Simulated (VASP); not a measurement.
Here is the system:

```
TlF
1.0
    3.35440     0.00000     0.00000
    0.00000     3.35440     0.00000
    0.00000     0.00000     3.35440
Tl F
1 1
Direct
  0.00000   0.00000   0.00000
  0.50000   0.50000   0.50000
```

Calculation: r2SCAN meta-GGA, VASP's PBE PAW potentials (set 64) (plane waves; VASP). Settings: 520 eV cut-off, 9×9×9 Γ-centred mesh, tetrahedra with Blöchl corrections, potentials Tl_d F.

Unless said otherwise, spin-orbit coupling is left out, though it shifts the bands of the heavy elements here.

### Question
Predict the energy per atom (σ→0), band gap (over mesh and band path) with the smallest direct gap where there is one.

### Answer

The band gap (over mesh and band path) is 1.71 eV, the smallest direct gap (over mesh and band path) comes out as 2.19 eV and the energy per atom (σ→0) is -29.917 eV/atom.

The structure was generated: TlF was put into the CsCl type type (Pm-3m), which need not be its known phase. It was relaxed first, which changed the volume by +108 %.
